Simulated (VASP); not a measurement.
Input of a VASP 6.6.1 run:

POSCAR

```
Ga23N24                                 
1.0
   -3.2177240000     -5.5732640000      5.2440550000
    6.4354500000      0.0000000000      5.2440550000
   -3.2177260000      5.5732640000      5.2440550000
  Ga              N             
    23    24
Direct
     0.6667556411195672    0.3355975887827483    0.9938047552491700
     0.9948692603238436    0.6656976103363558    0.3367385088873702
     0.6695072675887135    0.8273414620479672    0.4993475856208482
     0.9993779088789518    0.1703165705617128    0.8272615818129440
     0.1611947013287823    0.3330003374420256    0.5018373021960210
     0.5041319946402072    0.6609914704101668    0.8319583697030390
     0.8329901144603442    0.9983240293924850    0.1659422946092959
     0.3336112162081169    0.4990261777468719    0.1646349866748455
     0.3320454669858217    0.9997308532598025    0.6653238354325174
     0.1642258902080927    0.8304150730367241    0.9968624348595596
     0.5013103465057479    0.1672873826920621    0.3337136446546292
     0.6710859844844097    0.5024483913737059    0.3367768240494153
     0.5039441745461016    0.3371811276984877    0.6688692652967299
     0.8368635046147739    0.6640073865487114    0.9955004596343330
     0.5004916675951022    0.8323312691628098    0.1667305240206993
     0.8363377033219251    0.1701248008465777    0.5034638917916959
     0.9994765630976572    0.3336500944305839    0.1649126558008623
     0.3324743431537942    0.6657064585374500    0.4998342879856527
     0.6671509295327356    0.9986875173364890    0.8319568670363049
     0.1627125749617994    0.5032693228537098    0.8302463032139678
     0.1661311223754160    0.0004107549483384    0.3330913358953929
     0.9977303932643993    0.8290207818986335    0.6695907617980505
     0.3340062270126861    0.1667068266226982    0.9987127560168333
     0.6256361722886010    0.2917209349072238    0.4582534557745012
     0.4588586022289488    0.1233511789142572    0.7908477040654578
     0.7916207725243704    0.4564958544916187    0.1243666174906611
     0.4572002600252800    0.6244611543639609    0.2915501063007119
     0.7902319439191144    0.9579687283364982    0.6243109303683250
     0.9583267210939127    0.1252832205370606    0.2895165209786448
     0.2917298138829292    0.4579489777265472    0.6227724280256083
     0.6259778478391108    0.7919105464705103    0.9594642019885016
     0.1268835139101779    0.2923139916230844    0.9581220537167060
     0.1256881400590185    0.7931949057647250    0.4586774088151235
     0.9697680648647943    0.6360646102601634    0.8025454820880021
     0.2920204003329395    0.9582415864048023    0.1246438758500727
     0.7886172025311429    0.6360828784967677    0.4408932040240481
     0.6080719706753431    0.4546846698716890    0.8025994366348831
     0.9604116309552450    0.7944907993968991    0.1265019507152030
     0.6238783788993597    0.9614140786488103    0.2904674342130660
     0.9701518214326917    0.2742049610457472    0.6209036232652907
     0.1256694513456799    0.4586580938275336    0.2905488493514755
     0.4581244281700238    0.7918467660236180    0.6249045854756907
     0.7922783373029000    0.1242741900933038    0.9580837706787060
     0.2939308200950698    0.6266016220878677    0.9608419706911812
     0.2953601994077332    0.1242286666168259    0.4561753869660138
     0.1283295390742774    0.9600491584115048    0.7930119485504163
     0.4579620009323481    0.2898034277118627    0.1278512517315338
```

INCAR.step1

```
PREC = Normal
ENCUT = 400
EDIFF = 1E-5
ISMEAR = 0
SIGMA = 0.01
LREAL = Auto
LASPH = T
NELM = 150
ALGO = Normal
ISIF = 2
LWAVE = T
LCHARG = F
ISPIN = 2
MAGMOM = 0 0 0 0 0 0 0 0 0 0 0 0 0 0 0 0 0 0 0 0 0 0 0 0 0 0 0 0 0 0 0 0 0 0.5 0 0.5 0.5 0 0 0.5 0 0 0 0 0 0 0
LORBIT = 11
NBANDS = 242
AMIX = 0.2
BMIX = 1E-4
AMIX_MAG = 0.8
BMIX_MAG = 1E-4
ICORELEVEL = 1
NELECT = 422.0
GGA = PE
LUSENCCL = F
```

File INCAR.step2:

```
PREC = Normal
ENCUT = 400
EDIFF = 1E-6
ISMEAR = 0
SIGMA = 0.01
LREAL = Auto
LASPH = T
NELM = 150
ALGO = Normal
ISIF = 2
LWAVE = F
LCHARG = F
ISPIN = 2
MAGMOM = 0 0 0 0 0 0 0 0 0 0 0 0 0 0 0 0 0 0 0 0 0 0 0 0 0 0 0 0 0 0 0 0 0 0.5 0 0.5 0.5 0 0 0.5 0 0 0 0 0 0 0
LORBIT = 11
GGA = PE
LHFCALC = T
HFSCREEN = 0.2
PRECFOCK = Fast
NBANDS = 242
AMIX = 0.2
BMIX = 1E-4
AMIX_MAG = 0.8
BMIX_MAG = 1E-4
ICORELEVEL = 1
NELECT = 422.0
ISTART = 1
LUSENCCL = F
```

The input KPOINTS:

```
Automatic mesh
0
Gamma
  1 1 1
```

Potentials or basis: VASP PAW PBE potentials, release 64 (Ga_d, N).

The run is started by

```console
$ cat potpaw_PBE.64/Ga_d/POTCAR potpaw_PBE.64/N/POTCAR > POTCAR
$ cp INCAR.step1 INCAR
$ mpirun -np 1 vasp_gam > vasp.out
$ cp INCAR.step2 INCAR
$ mpirun -np 1 vasp_gam > vasp.out
```

(1) Estimate the band gap on the k mesh.

(2) Predict the net moment.

(3) Estimate the largest force.

Results:

(1) 2.46 eV, direct.

(2) 0.00 μB per cell.

(3) 0.362 eV/Å.

Caveat: the cell is charged against a uniform background, so pressure and absolute levels hang on convention; the PAW data sets were made with another functional, which shifts forces and pressure a little.
